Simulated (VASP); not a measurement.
A calculation with VASP 6.6.1 of MgC2 (ASE script, Cartesian positions):

File run.py:

```python
from ase.calculators.vasp import Vasp
from ase.dft.bandgap import bandgap
from ase.io import read

atoms = read('MgC2.xyz')
calc = Vasp(
    directory='calc',
    xc='pbesol',
    pp='PBE',
    setups='materialsproject',
    prec='Accurate',
    encut=520,
    ediff=1e-07,
    ismear=0,
    sigma=0.1,
    lreal=False,
    lasph=True,
    nelm=80,
    algo='Fast',
    isif=2,
    lwave=False,
    lcharg=True,
    lelf=True,
    lvhar=True,
    kpts=[7, 7, 6],
    gamma=True,
    nbands=25,
)
atoms.calc = calc

print('energy (eV):', atoms.get_potential_energy())
print('free energy (eV):', atoms.get_potential_energy(force_consistent=True))
print('forces (eV/A):')
print(atoms.get_forces())
print('stress (eV/A^3, Voigt):', atoms.get_stress())
print('Fermi level (eV):', calc.get_fermi_level())
gap, top, bottom = bandgap(calc)
print('band gap (eV):', gap, 'from (spin, k, band)', top, 'to', bottom)
```

Contents of MgC2.xyz:

```xyz
6
Lattice="3.9507770000 0.0000000000 0.0000000000 0.0000000000 3.9507770000 0.0000000000 0.0000000000 0.0000000000 4.9870890000" Properties=species:S:1:pos:R:3 pbc="T T T"
Mg     0.0000000000      0.0000000000      2.4935445000
Mg     1.9753885000      1.9753885000      0.0000000000
C      1.5315384579      2.4192385421      2.4935445000
C      0.4438500421      0.4438500421      0.0000000000
C      2.4192385421      1.5315384579      2.4935445000
C      3.5069269579      3.5069269579      0.0000000000
```

Potentials or basis: VASP PAW PBE potentials, release 64 (Mg_pv, C).

Run with:

```bash
$ python run.py
```

The cell comes from a database or a generator and needn't be the stable form of this composition.

Problem. Write the same calculation in another form: native input, structure from a POSCAR.

Solution. As run:

Contents of INCAR:

```
SYSTEM = MgC2
PREC = Accurate
ENCUT = 520
EDIFF = 1E-6
ISMEAR = 0
SIGMA = 0.1
LREAL = .FALSE.
LASPH = .TRUE.
NELM = 100
ALGO = Normal
ISIF = 2
LWAVE = .FALSE.
LCHARG = .FALSE.
GGA = PS
```

The input KPOINTS:

```
regular mesh
0
G
  7 7 6
  0 0 0
```

The input POSCAR:

```
MgC2
3.9508
    0.999994178394      0.000000000000      0.000000000000
    0.000000000000      0.999994178394      0.000000000000
    0.000000000000      0.000000000000      1.262298521818
Mg C
2 4
Direct
    0.0000000000      0.0000000000      0.5000000000
    0.5000000000      0.5000000000      0.0000000000
    0.3876550000      0.6123450000      0.5000000000
    0.1123450000      0.1123450000      0.0000000000
    0.6123450000      0.3876550000      0.5000000000
    0.8876550000      0.8876550000      0.0000000000
```

Potentials or basis: VASP PAW PBE potentials, release 64 (Mg_pv, C).

Command:

```sh
$ cat potpaw_PBE.64/Mg_pv/POTCAR potpaw_PBE.64/C/POTCAR > POTCAR
$ mpirun -np 1 vasp_std > vasp.out
```

Both were run:

|  | ASE script, Cartesian positions | native input, structure from a POSCAR |
| --- | --- | --- |
| Pressure | -2.0 GPa | -2.1 GPa |
| Largest force | 0.087 eV/Å | 0.087 eV/Å |
| Band gap on the k mesh | 2.46 eV, indirect (least direct gap 2.86 eV) | 2.46 eV, indirect (least direct gap 2.86 eV) |

Keys that steer only the numerical path or the files written may differ.

Caveat: the standard files for N, O and F lose accuracy on very short bonds; the PAW data sets were made with another functional, which shifts forces and pressure a little; an odd mesh through Γ misses points on the zone boundary, where band edges often lie.
